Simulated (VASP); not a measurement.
Crystal: Sn3P2.

```
CELL_PARAMETERS angstrom
1.98500 1.14604 8.66667
-1.98500 1.14604 8.66667
0.00000 -2.29208 8.66667
ATOMIC_POSITIONS crystal
Sn 0.20970 0.20970 0.20970
Sn 0.79030 0.79030 0.79030
Sn 0.00000 0.00000 0.00000
P 0.60000 0.60000 0.60000
P 0.40000 0.40000 0.40000
```

The cell was built by a generator and needn't be a form met in nature.

```yaml
Program: VASP 6.6.1
Task: relaxation of cell and atoms
Functional: PBE
Potentials_or_basis: VASP PAW PBE potentials, release 64 (Sn_d, P)
Cutoff: 520 eV
k_mesh: 4 × 4 × 4
Occupations: gaussian, width 0.15 eV
Spin: no spin polarisation
```

At the start: pressure 1.1 GPa; volume 23.66 Å³/atom.

How do energy, volume and symmetry change on relaxing?

Over 10 steps the energy falls by 20.1 meV/atom and the volume is 24.33 Å³/atom (+2.8 %); space group R-3m (No. 166, to 0.05 Å).

Step by step:
```csv
step,energy change (eV),largest force (eV/Å),pressure (GPa),volume (Å³)
1,0.0000,0.5687,1.13,118.29
2,-0.0512,0.3966,-0.32,121.15
3,-0.0631,0.3747,-0.86,123.00
4,-0.0525,0.2936,-2.32,126.70
5,-0.0650,0.4561,-1.71,124.02
6,-0.0968,0.0857,-0.90,122.35
7,-0.0972,0.1271,0.09,121.64
8,-0.0980,0.1007,-0.07,121.92
9,-0.0995,0.0849,0.01,121.80
10,-0.1007,0.0734,0.09,121.63
```

Final structure:
```cif
data_structure
_symmetry_space_group_name_H-M 'P 1'
_symmetry_Int_Tables_number 1
_cell_length_a 8.7433
_cell_length_b 8.7433
_cell_length_c 8.7433
_cell_angle_alpha 27.014
_cell_angle_beta 27.014
_cell_angle_gamma 27.014
_cell_volume 121.63
loop_
_atom_site_label
_atom_site_type_symbol
_atom_site_fract_x
_atom_site_fract_y
_atom_site_fract_z
_atom_site_occupancy
Sn1 Sn 0.21372 0.21372 0.21372 1
Sn2 Sn 0.78628 0.78628 0.78628 1
Sn3 Sn 0.00000 0.00000 0.00000 1
P1 P 0.59974 0.59974 0.59974 1
P2 P 0.40026 0.40026 0.40026 1
```

Caveat: the k mesh is coarse (spacing up to 0.46 Å⁻¹), so the values aren't converged.
